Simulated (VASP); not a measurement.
Input:

```
Tc
1.0
    2.71992     0.00000     0.00000
   -1.35996     2.35552     0.00000
    0.00000     0.00000    27.95860
Tc
6
Direct
  0.66667   0.33333   0.38312
  0.33333   0.66667   0.30520
  0.66667   0.33333   0.53896
  0.33333   0.66667   0.46104
  0.66667   0.33333   0.69480
  0.33333   0.66667   0.61688
```

Calculation: PBEsol GGA, VASP's PBE PAW potentials (set 64) (plane waves; VASP). Numerical set-up: PREC = Normal, EDIFF = 1E-5, 400 eV cut-off, 12×12×1 Γ-centred mesh, first-order Methfessel-Paxton smearing of 0.10 eV, potentials Tc_pv.

Problem. The ions are relaxed. Give the cell that the relaxation ends in.

Solution. 
```
Tc
1.0
    2.71992     0.00000     0.00000
   -1.35996     2.35552     0.00000
    0.00000     0.00000    27.95860
Tc
6
Direct
  0.66667   0.33333   0.38016
  0.33333   0.66667   0.30770
  0.66667   0.33333   0.53736
  0.33333   0.66667   0.46264
  0.66667   0.33333   0.69230
  0.33333   0.66667   0.61984
```

Problem. How much energy does the relaxation gain?

Solution. The energy (σ→0) changes by -45.1 meV/atom, in 7 ionic steps.

| step | E(σ→0) (eV) | max force (eV/Å) | pressure (GPa) | volume (Å³) |
|---|---|---|---|---|
| 1 | -65.2776 | 1.473 | -4.19 | 179.13 |
| 2 | -65.5377 | 0.294 | -2.38 | 179.13 |
| 3 | -65.5463 | 0.179 | -1.85 | 179.13 |
| 4 | -65.5463 | 0.189 | -1.95 | 179.13 |
| 5 | -65.5480 | 0.046 | -1.89 | 179.13 |
| 6 | -65.5480 | 0.044 | -1.90 | 179.13 |
| 7 | -65.5481 | 0.023 | -1.83 | 179.13 |

The cell is a thin slab with vacuum, built from Tc (hcp): (001) face.
